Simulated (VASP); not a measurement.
# NiMoIrPdW (P3m1) in VASP: notebook

Aim: see how the results for NiMoIrPdW move with the level of theory and the settings. Levels: PBE, LDA, PBEsol. Tasks: relaxation of cell and atoms.

Everything below comes from runs of VASP 6.6.1. Logs are shortened: lines on timing, memory, paths and dates and some standing lists are left out, and cuts for length are marked.

### Step 1. The structure

The structure is trigonal, space group P3m1 (No. 156). The conventional cell has a = 4.147 Å, b = 4.147 Å, c = 5.416 Å, α = 90.00°, β = 90.00°, γ = 120.00°. Ni (site symmetry 3m) has 3 W at 2.40 Å and 3 Ir at 2.71 Å as nearest neighbours. Mo (site symmetry 3m) has 1 W at 2.49 Å and 3 Ir at 2.64 Å and 3 Pd at 2.85 Å as nearest neighbours. Pd (site symmetry 3m) is surrounded by 2 Ir at 2.65 to 2.76 Å and 3 W at 2.76 Å and 3 Ni at 2.82 Å and 3 Mo at 2.85 Å. Ir (site symmetry 3m) is surrounded by 3 Mo at 2.64 Å and 2 Pd at 2.65 to 2.76 Å and 3 Ni at 2.71 Å and 3 W at 2.77 Å. W (site symmetry 3m) has 3 Ni at 2.40 Å and 1 Mo at 2.49 Å as nearest neighbours.

The cell was built by a generator and needn't be a form met in nature.

### Step 2. Relaxation of cell and atoms, PBE, collinear spin, ferromagnetic start

Contents of INCAR:

```
SYSTEM = NiMoIrPdW
ALGO = Normal
EDIFF = 1E-7
EDIFFG = -0.005
ENCUT = 600
GGA = PE
IBRION = 2
ISIF = 3
ISMEAR = -1
ISPIN = 2
KPAR = 4
LASPH = .True.
LCHARG = .False.
LMAXMIX = 4
LORBIT = 11
LREAL = .False.
LWAVE = .False.
MAGMOM = 1 1 0 0.6 0
NELM = 150
NSW = 60
PREC = Accurate
SIGMA = 0.05
```

Contents of KPOINTS:

```
k-points
0
Gamma
  7 7 5
  0 0 0
```

Contents of POSCAR:

```
NiMoIrPdW
1.0
    4.1467000000      0.0000000000      0.0000000000
   -2.0733500000      3.5911500000      0.0000000000
    0.0000000000      0.0000000000      5.4162900000
Ni Mo Pd Ir W
1 1 1 1 1
Direct
    0.0000000000      0.0000000000      0.0222100000
    0.6666700000      0.3333300000      0.4599600000
    0.3333300000      0.6666700000      0.7460100000
    0.3333300000      0.6666700000      0.2564100000
    0.6666700000      0.3333300000      0.9998500000
```

Potentials or basis: VASP PAW PBE potentials, release 64 (Ni, Mo_sv, Pd, Ir, W_sv).

Launch:

```sh
cat potpaw_PBE.64/Ni/POTCAR potpaw_PBE.64/Mo_sv/POTCAR potpaw_PBE.64/Pd/POTCAR potpaw_PBE.64/Ir/POTCAR potpaw_PBE.64/W_sv/POTCAR > POTCAR
mpirun -np 4 vasp_std > vasp.out
```

OUTCAR:

```text
SYSTEM = NiMoIrPdW
   EDIFF = 1E-7
   EDIFFG = -0.005
   ENCUT = 600
   GGA = PE
   IBRION = 2
   ISIF = 3
   ISMEAR = -1
   ISPIN = 2
   LASPH = .True.
   LORBIT = 11
   LREAL = .False.
   NELM = 150
   NSW = 60
   PREC = Accurate

 ion  position               nearest neighbor table
   1  0.000  0.000  0.022-   5 2.40   5 2.40   5 2.40   4 2.71   4 2.71   4 2.71   3 2.82   3 2.82
                             3 2.82
   2  0.667  0.333  0.460-   5 2.49   4 2.64   4 2.64   4 2.64   3 2.85   3 2.85   3 2.85   5 2.92

   3  0.333  0.667  0.746-   4 2.65   5 2.76   5 2.76   5 2.76   4 2.76   1 2.82   1 2.82   1 2.82
                             2 2.85   2 2.85   2 2.85
   4  0.333  0.667  0.256-   2 2.64   2 2.64   2 2.64   3 2.65   1 2.71   1 2.71   1 2.71   3 2.76
                             5 2.77   5 2.77   5 2.77
   5  0.667  0.333  1.000-   1 2.40   1 2.40   1 2.40   2 2.49   3 2.76   3 2.76   3 2.76   4 2.77
                             4 2.77   4 2.77   2 2.92

  LATTYP: Found a hexagonal cell.
 ALAT       =     4.1467000000
 C/A-ratio  =     1.3061687607

  Lattice vectors:

 A1 = (   4.1467000000,   0.0000000000,   0.0000000000)
 A2 = (  -2.0733500000,   3.5911500000,   0.0000000000)
 A3 = (   0.0000000000,   0.0000000000,   5.4162900000)

Analysis of symmetry for initial positions (statically):
=====================================================================
 Subroutine PRICEL returns:
 Original cell was already a primitive cell.

 Routine SETGRP: Setting up the symmetry group for a
 hexagonal supercell.

 Subroutine GETGRP returns: Found  2 space group operations
 (whereof  2 operations were pure point group operations)
 out of a pool of 24 trial point group operations.

The static configuration has the point symmetry C_1h.

Analysis of symmetry for dynamics (positions and initial velocities):
=====================================================================
 Subroutine PRICEL returns:
 Original cell was already a primitive cell.

 Routine SETGRP: Setting up the symmetry group for a
 hexagonal supercell.

 Subroutine GETGRP returns: Found  2 space group operations
 (whereof  2 operations were pure point group operations)
 out of a pool of 24 trial point group operations.

The dynamic configuration has the point symmetry C_1h.

Analysis of structural, dynamic, and magnetic symmetry:
=====================================================================
 Subroutine PRICEL returns:
 Original cell was already a primitive cell.

 Routine SETGRP: Setting up the symmetry group for a
 hexagonal supercell.

 Subroutine GETGRP returns: Found  2 space group operations
 (whereof  2 operations were pure point group operations)
 out of a pool of 24 trial point group operations.

The overall configuration has the point symmetry C_1h.

 Subroutine INISYM returns: Found  2 space group operations
 (whereof  2 operations are pure point group operations),
 and found     1 'primitive' translations

----------------------------------------------------------------------------------------

                                     Primitive cell

  volume of cell :      80.6563

  direct lattice vectors                    reciprocal lattice vectors
     4.146700000  0.000000000  0.000000000     0.241155618  0.139231166  0.000000000
    -2.073350000  3.591150000  0.000000000     0.000000000  0.278462331  0.000000000
     0.000000000  0.000000000  5.416290000     0.000000000  0.000000000  0.184628223

  length of vectors
     4.146700000  4.146702129  5.416290000     0.278462474  0.278462331  0.184628223

  position of ions in fractional coordinates (direct lattice)
     0.000000000  0.000000000  0.022210000
     0.666670000  0.333330000  0.459960000
     0.333330000  0.666670000  0.746010000
     0.333330000  0.666670000  0.256410000
     0.666670000  0.333330000  0.999850000

  ion indices of the primitive-cell ions
   primitive index   ion index
                 1           1
                 2           2
                 3           3
                 4           4
[... 53 lines left out ...]
  Total        0.1170173      0.1172027      0.0677395      0.0001605      0.0000243     -0.0000420
  in kB        2.3244621      2.3281464      1.3455950      0.0031879      0.0004817     -0.0008337
  external PRESSURE =       1.9994011 kB  Pullay stress =       0.0000000 kB
[... 102 lines left out ...]
  FREE ENERGIE OF THE ION-ELECTRON SYSTEM (eV)
  ---------------------------------------------------
  free  energy   TOTEN  =       -42.5816467230 eV

  energy  without entropy=      -42.5605678475  energy(sigma->0) =      -42.57110729

[... ionic steps 4 to 11 ...]

--------------------------------------- Ionic step       12  -------------------------------------------

 number of electron      56.9999996 magnetization       0.0000000

 number of electron      56.9999996 magnetization      -0.0000000

------------------------ aborting loop because EDIFF is reached ----------------------------------------

  FORCE on cell =-STRESS in cart. coord.  units (eV):
  Direction    XX          YY          ZZ          XY          YZ          ZX
  --------------------------------------------------------------------------------------
  -------------------------------------------------------------------------------------
  Total       -0.0061697     -0.0061086     -0.0011667      0.0000529      0.0000209     -0.0000361
  in kB       -0.1226781     -0.1214635     -0.0231992      0.0010520      0.0004148     -0.0007183
  external PRESSURE =      -0.0891136 kB  Pullay stress =       0.0000000 kB
[... 67 lines left out ...]
--------------------------------------- Ionic step       14  -------------------------------------------

 number of electron      56.9999996 magnetization      -0.0000000

 number of electron      56.9999996 magnetization       0.0000000

 Free energy of the ion-electron system (eV)
  ---------------------------------------------------
  ext. energy  EPLUGINS =         0.00000000
  ---------------------------------------------------
  free energy    TOTEN  =       -42.58252700 eV

  energy without entropy =      -42.56128332  energy(sigma->0) =      -42.57190516

 E-fermi :   9.1375     XC(G=0): -12.6062

 val. band max:        9.0813078185   @ k =  -0.4286   0.4286   0.2000
 cond. band min:       9.1747055537   @ k =   0.2857   0.0000   0.4000
 fundamental gap:      0.0933977352
 Fermi energy:         9.1374640385

 spin component 1

 k-point     1 :       0.0000    0.0000    0.0000
  band No.  band energies     occupation
      1     -65.1145      1.00000
      2     -51.9690      1.00000
      3     -29.4504      1.00000
      4     -29.3425      1.00000
      5     -29.3425      1.00000
      6     -26.0779      1.00000
[... 901 lines left out ...]
     34      11.5472      0.00000
     35      11.6494      0.00000

 [... further k-points ...]

 spin component 2

 k-point     1 :       0.0000    0.0000    0.0000
  band No.  band energies     occupation
      1     -65.1145      1.00000
      2     -51.9690      1.00000
      3     -29.4504      1.00000
      4     -29.3425      1.00000
      5     -29.3425      1.00000
      6     -26.0779      1.00000
[... 901 lines left out ...]
     34      11.5472      0.00000
     35      11.6494      0.00000

 [... further k-points ...]
[... 5 lines left out ...]
  --------------------------------------------------------------------------------------
  -------------------------------------------------------------------------------------
  Total       -0.0129587     -0.0129004     -0.0207010      0.0000505      0.0000164     -0.0000284
  in kB       -0.2576230     -0.2564650     -0.4115431      0.0010032      0.0003261     -0.0005638
  external PRESSURE =      -0.3085437 kB  Pullay stress =       0.0000000 kB
[... 20 lines left out ...]
  FREE ENERGIE OF THE ION-ELECTRON SYSTEM (eV)
  ---------------------------------------------------
  free  energy   TOTEN  =       -42.5825270037 eV

  energy  without entropy=      -42.5612833175  energy(sigma->0) =      -42.57190516

 reached required accuracy - stopping structural energy minimisation

 total charge

# of ion       s       p       d       tot
------------------------------------------
    1        0.530   0.530   8.384   9.444
    2        2.350   6.130   3.878  12.358
    3        0.578   0.592   8.419   9.589
    4        0.745   0.704   6.969   8.418
    5        2.440   6.306   3.325  12.070
--------------------------------------------------
tot          6.643  14.262  30.974  51.879

 magnetization (x)

# of ion       s       p       d       tot
------------------------------------------
    1        0.000   0.000   0.000   0.000
    2        0.000   0.000   0.000   0.000
    3        0.000   0.000   0.000   0.000
    4        0.000   0.000   0.000   0.000
    5        0.000   0.000   0.000   0.000
--------------------------------------------------
tot          0.000   0.000   0.000   0.000
```

Wall time 26 min (4 MPI ranks of Intel Xeon Platinum 8559C (Emerald Rapids), shared host); peak memory 0.67 GiB.

What came out:

- Free energy: -42.5825 eV
- Relaxed volume: 16.12 Å³/atom
- Relaxed cell: a = 4.149 Å, b = 4.149 Å, c = 5.406 Å, α = 90.00°, β = 90.00°, γ = 120.00°
- Space group after relaxing (to 0.05 Å): P3m1 (No. 156)
- Energy gained by relaxing: 0.4 meV/atom
- Ionic steps: 14
- Pressure after relaxing: 0.0 GPa
- Largest force after relaxing: 0.005 eV/Å
- Band gap on the k mesh: none (metal or under the smearing width)
- Net moment: 0.00 μB per cell
- Valence electrons inside the program's atomic spheres: Ni 9.44; Mo 12.36; Pd 9.59; Ir 8.42; W 12.07

Forces on the atoms (eV/Å):
```
Ni   0.000  0.000  0.002
Mo   0.000  0.000 -0.004
Pd   0.000  0.000 -0.003
Ir   0.000  0.000  0.005
W    0.000  0.000  0.000
```

Step by step:
| step | energy change (eV) | largest force (eV/Å) | pressure (GPa) | volume (Å³) |
| --- | --- | --- | --- | --- |
| 1 | 0.0000 | 0.1934 | 0.20 | 80.66 |
| 2 | -0.0011 | 0.0429 | -0.83 | 80.89 |
| 3 | -0.0014 | 0.0389 | -0.53 | 80.82 |
| 4 | -0.0020 | 0.0367 | 0.32 | 80.44 |
| 5 | -0.0022 | 0.0208 | 0.07 | 80.55 |
| 6 | -0.0022 | 0.0177 | -0.03 | 80.58 |
| 7 | -0.0022 | 0.0175 | 0.00 | 80.57 |
| 8 | -0.0022 | 0.0176 | -0.01 | 80.57 |
| 9 | -0.0022 | 0.0079 | 0.02 | 80.57 |
| 10 | -0.0022 | 0.0075 | 0.04 | 80.56 |
| 11 | -0.0022 | 0.0077 | -0.07 | 80.60 |
| 12 | -0.0022 | 0.0052 | -0.01 | 80.58 |
| 13 | -0.0022 | 0.0051 | 0.00 | 80.58 |
| 14 | -0.0022 | 0.0047 | -0.03 | 80.59 |

Final structure:
```cif
data_structure
_symmetry_space_group_name_H-M 'P 1'
_symmetry_Int_Tables_number 1
_cell_length_a 4.1491
_cell_length_b 4.1491
_cell_length_c 5.4055
_cell_angle_alpha 90.000
_cell_angle_beta 90.000
_cell_angle_gamma 120.000
_cell_volume 80.59
loop_
_atom_site_label
_atom_site_type_symbol
_atom_site_fract_x
_atom_site_fract_y
_atom_site_fract_z
_atom_site_occupancy
Ni1 Ni 0.00000 0.00000 0.02329 1
Mo1 Mo 0.66667 0.33333 0.46219 1
Pd1 Pd 0.33333 0.66667 0.74560 1
Ir1 Ir 0.33333 0.66667 0.25497 1
W1 W 0.66667 0.33333 0.99839 1
```

### Step 3. Relaxation of cell and atoms, LDA, collinear spin, ferromagnetic start

Changes to INCAR since step 2:

```diff
@@ -5,3 +5,2 @@
 ENCUT = 600
-GGA = PE
 IBRION = 2
```

KPOINTS is that of step 2.

POSCAR is that of step 2.

Potentials or basis: VASP PAW LDA potentials, release 64 (Ni, Mo_sv, Pd, Ir, W_sv).

Launch:

```sh
cat potpaw_LDA.64/Ni/POTCAR potpaw_LDA.64/Mo_sv/POTCAR potpaw_LDA.64/Pd/POTCAR potpaw_LDA.64/Ir/POTCAR potpaw_LDA.64/W_sv/POTCAR > POTCAR
mpirun -np 4 vasp_std > vasp.out
```

It took 54 min on 4 MPI ranks of Intel Xeon Platinum 8559C (Emerald Rapids), shared host; peak memory 0.57 GiB.

The run converged. Its results:

| Quantity | Value |
| --- | --- |
| Free energy | -48.7334 eV |
| Relaxed volume | 15.22 Å³/atom |
| Relaxed cell | a = 4.075 Å, b = 4.075 Å, c = 5.290 Å, α = 90.00°, β = 90.00°, γ = 120.00° |
| Space group after relaxing (to 0.05 Å) | P3m1 (No. 156) |
| Energy gained by relaxing | 35.4 meV/atom |
| Ionic steps | 32 |
| Pressure after relaxing | 0.0 GPa |
| Largest force after relaxing | 0.004 eV/Å |
| Band gap on the k mesh | none (metal or under the smearing width) |
| Net moment | 0.00 μB per cell |
| Valence electrons inside the program's atomic spheres | Ni 9.57; Mo 12.44; Pd 9.76; Ir 8.54; W 12.22 |

Forces on the atoms (eV/Å):
```
Ni   0.000  0.000 -0.001
Mo   0.000  0.000  0.002
Pd   0.000  0.000  0.000
Ir   0.000  0.000 -0.004
W    0.000  0.000  0.002
```

Step by step:
```tsv
step	energy change (eV)	largest force (eV/Å)	pressure (GPa)	volume (Å³)
1	0.0000	0.1572	-11.84	80.66
2	1.0018	2.8581	45.40	67.53
3	-0.1535	0.6052	-0.66	76.88
4	-0.1538	0.6349	-0.11	76.73
5	-0.1538	0.6496	0.15	76.65
6	-0.1690	0.1019	0.36	76.24
7	-0.1690	0.0951	0.36	76.23
8	-0.1708	0.0958	-0.73	76.48
9	-0.1713	0.0683	-0.39	76.40
10	-0.1715	0.0761	0.58	76.12
11	-0.1717	0.0558	0.16	76.24
12	-0.1722	0.0614	0.11	76.25
13	-0.1726	0.0967	0.03	76.26
14	-0.1730	0.0846	-0.07	76.28
15	-0.1737	0.0718	-0.33	76.33
16	-0.1732	0.1991	-0.84	76.42
17	-0.1738	0.0892	-0.48	76.36
18	-0.1741	0.0971	-0.33	76.30
19	-0.1745	0.1201	0.16	76.15
20	-0.1745	0.1258	0.29	76.11
21	-0.1749	0.1107	0.27	76.10
22	-0.1757	0.0653	0.21	76.09
23	-0.1761	0.0560	0.06	76.07
24	-0.1761	0.0485	0.09	76.08
25	-0.1767	0.0228	-0.09	76.12
26	-0.1768	0.0149	-0.21	76.14
27	-0.1768	0.0142	-0.19	76.14
28	-0.1768	0.0150	0.15	76.04
29	-0.1768	0.0108	0.01	76.08
30	-0.1768	0.0108	0.00	76.09
31	-0.1768	0.0054	-0.01	76.08
32	-0.1768	0.0036	0.00	76.08
```

Final structure:
```yaml
crystal:
  lattice:
    - [4.07504, 0.00000, 0.00000]
    - [-2.03752, 3.52909, 0.00000]
    - [0.00000, 0.00000, 5.29036]
  atoms:
    - { symbol: Ni, position: [0.00000, 0.00000, 0.00310] }
    - { symbol: Mo, position: [0.66667, 0.33333, 0.47789] }
    - { symbol: Pd, position: [0.33333, 0.66667, 0.74747] }
    - { symbol: Ir, position: [0.33333, 0.66667, 0.25328] }
    - { symbol: W, position: [0.66667, 0.33333, 0.00269] }
```

Levels at points of the mesh, in eV from the Fermi level:
Spin up:
| k point | band 25 | band 26 | band 27 | band 28 | band 29 | band 30 | band 31 | band 32 | band 33 | band 34 |
| --- | --- | --- | --- | --- | --- | --- | --- | --- | --- | --- |
| (0.00, 0.00, 0.00) | -1.86 | -1.51 | -1.51 | -0.76 | 0.93 | 0.93 | 2.13 | 2.13 | 2.70 | 3.02 |
Spin down:
| k point | band 25 | band 26 | band 27 | band 28 | band 29 | band 30 | band 31 | band 32 | band 33 | band 34 |
| --- | --- | --- | --- | --- | --- | --- | --- | --- | --- | --- |
| (0.00, 0.00, 0.00) | -1.86 | -1.51 | -1.51 | -0.76 | 0.93 | 0.93 | 2.13 | 2.13 | 2.70 | 3.02 |

### Step 4. Relaxation of cell and atoms, PBEsol, collinear spin, ferromagnetic start

Changes to INCAR since step 3:

```diff
@@ -5,2 +5,3 @@
 ENCUT = 600
+GGA = PS
 IBRION = 2
```

KPOINTS is that of step 3.

POSCAR is that of step 3.

Potentials or basis: VASP PAW PBE potentials, release 64 (Ni, Mo_sv, Pd, Ir, W_sv).

Launch:

```sh
cat potpaw_PBE.64/Ni/POTCAR potpaw_PBE.64/Mo_sv/POTCAR potpaw_PBE.64/Pd/POTCAR potpaw_PBE.64/Ir/POTCAR potpaw_PBE.64/W_sv/POTCAR > POTCAR
mpirun -np 4 vasp_std > vasp.out
```

Wall time 41 min (4 MPI ranks of Intel Xeon Platinum 8559C (Emerald Rapids), shared host); peak memory 0.68 GiB.

The run converged. Its results:

| Quantity | Value |
| --- | --- |
| Free energy | -46.5403 eV |
| Relaxed volume | 15.51 Å³/atom |
| Relaxed cell | a = 4.101 Å, b = 4.101 Å, c = 5.324 Å, α = 90.00°, β = 90.00°, γ = 120.00° |
| Space group after relaxing (to 0.05 Å) | P3m1 (No. 156) |
| Energy gained by relaxing | 15.8 meV/atom |
| Ionic steps | 30 |
| Pressure after relaxing | 0.0 GPa |
| Largest force after relaxing | 0.005 eV/Å |
| Band gap on the k mesh | none (metal or under the smearing width) |
| Net moment | 0.00 μB per cell |
| Valence electrons inside the program's atomic spheres | Ni 9.52; Mo 12.40; Pd 9.68; Ir 8.48; W 12.16 |

Forces on the atoms (eV/Å):
```
Ni   0.000  0.000 -0.002
Mo   0.000  0.000  0.005
Pd   0.000  0.000  0.001
Ir   0.000  0.000 -0.004
W    0.000  0.000  0.000
```

Step by step:
```tsv
step	energy change (eV)	largest force (eV/Å)	pressure (GPa)	volume (Å³)
1	0.0000	0.1565	-7.70	80.66
2	0.3616	1.6657	24.55	71.94
3	-0.0661	0.4648	-0.19	78.08
4	-0.0662	0.4767	0.03	78.01
5	-0.0754	0.0913	0.08	77.73
6	-0.0755	0.0459	0.10	77.69
7	-0.0766	0.0662	-0.15	77.73
8	-0.0768	0.0526	-0.07	77.71
9	-0.0770	0.0370	0.11	77.66
10	-0.0770	0.0462	0.25	77.62
11	-0.0772	0.0405	0.16	77.65
12	-0.0773	0.0489	-0.14	77.73
13	-0.0774	0.0466	-0.12	77.72
14	-0.0776	0.0474	-0.03	77.68
15	-0.0777	0.0878	0.15	77.60
16	-0.0777	0.0545	0.07	77.63
17	-0.0779	0.0572	-0.04	77.66
18	-0.0783	0.0645	-0.35	77.72
19	-0.0784	0.0575	-0.26	77.68
20	-0.0787	0.0380	-0.02	77.59
21	-0.0786	0.0156	0.50	77.41
22	-0.0787	0.0210	0.22	77.51
23	-0.0788	0.0094	0.17	77.52
24	-0.0789	0.0199	0.08	77.54
25	-0.0789	0.0176	-0.01	77.56
26	-0.0789	0.0168	-0.04	77.58
27	-0.0789	0.0107	-0.03	77.57
28	-0.0789	0.0071	0.01	77.56
29	-0.0789	0.0067	0.01	77.56
30	-0.0789	0.0046	0.00	77.57
```

Final structure:
```
Ni Mo Pd Ir W
1.0
     4.10143    0.00000    0.00000
    -2.05072    3.55195    0.00000
     0.00000    0.00000    5.32446
Ni Mo Pd Ir W
1 1 1 1 1
Cartesian
  -2.0507 3.5519 0.0626
  2.0507 1.1840 2.5125
  0.0000 2.3680 3.9758
  0.0000 2.3680 1.3498
  2.0507 1.1840 0.0031
```

Levels at points of the mesh, in eV from the Fermi level:
Spin up:
| k point | band 27 | band 28 | band 29 | band 30 | band 31 | band 32 |
| --- | --- | --- | --- | --- | --- | --- |
| (0.00, 0.00, 0.00) | -1.47 | -0.75 | 0.89 | 0.89 | 2.10 | 2.10 |
Spin down:
| k point | band 26 | band 27 | band 28 | band 29 | band 30 | band 31 | band 32 | band 33 |
| --- | --- | --- | --- | --- | --- | --- | --- | --- |
| (0.00, 0.00, 0.00) | -1.47 | -1.47 | -0.75 | 0.89 | 0.89 | 2.10 | 2.10 | 2.62 |

Caveat: the PAW data sets were made with another functional, which shifts forces and pressure a little.

### Step 5. Summary

```tsv
level	potentials or basis	gap on the mesh (eV)	pressure (GPa)	moment (μB)	relaxed volume (Å³/atom)
PBE	VASP PAW PBE potentials, release 64 (Ni, Mo_sv, Pd, Ir, W_sv)	none	0.0	0.00	16.12
LDA	VASP PAW LDA potentials, release 64 (Ni, Mo_sv, Pd, Ir, W_sv)	none	0.0	0.00	15.22
PBEsol	VASP PAW PBE potentials, release 64 (Ni, Mo_sv, Pd, Ir, W_sv)	none	0.0	0.00	15.51
```

Alike in all rows: task relaxation of cell and atoms; spin collinear, ferromagnetic start; cell relaxed; k mesh 7 × 7 × 5; cutoff (eV) 600; smearing fermi-dirac 0.05 eV.

Caveats: the PAW data sets were made with another functional, which shifts forces and pressure a little (some runs).

Total energies depend on the potentials used, so only differences within one code and one set of settings carry meaning.
